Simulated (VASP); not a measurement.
Input:

```yaml
crystal:
  lattice:
    - [2.20206, -3.75547, 0.00000]
    - [2.20206, 3.75547, 0.00000]
    - [0.00000, 0.00000, 4.93281]
  atoms:
    - { symbol: Se, position: [0.00000, 0.22500, 0.66667] }
    - { symbol: Se, position: [0.77500, 0.77500, 0.00000] }
    - { symbol: Se, position: [0.23284, 0.00784, 0.33333] }
```

Computed with PBE GGA, VASP's PBE PAW potentials (set 64) (plane waves; VASP 6.6.1). Numerical set-up: EDIFF = 1E-5, 400 eV cut-off, 5×5×4 Γ-centred mesh, Gaussian smearing of 0.050 eV, potentials Se.

Task: Predict the energy per atom (σ→0), pressure, largest force.

Result: 
* **energy per atom (σ→0)**: -3487 meV/atom
* **pressure**: 29.2 kbar
* **largest force**: 0.524 eV/Å

The absolute energy has meaning only against runs of the same code, potentials and settings.

The compound is Se in the trig structure. The cell was not relaxed at this level, atoms are displaced from their ideal sites. The run is one of a series of settings (EDIFF = 1E-5 against the base run), some of them coarse on purpose.
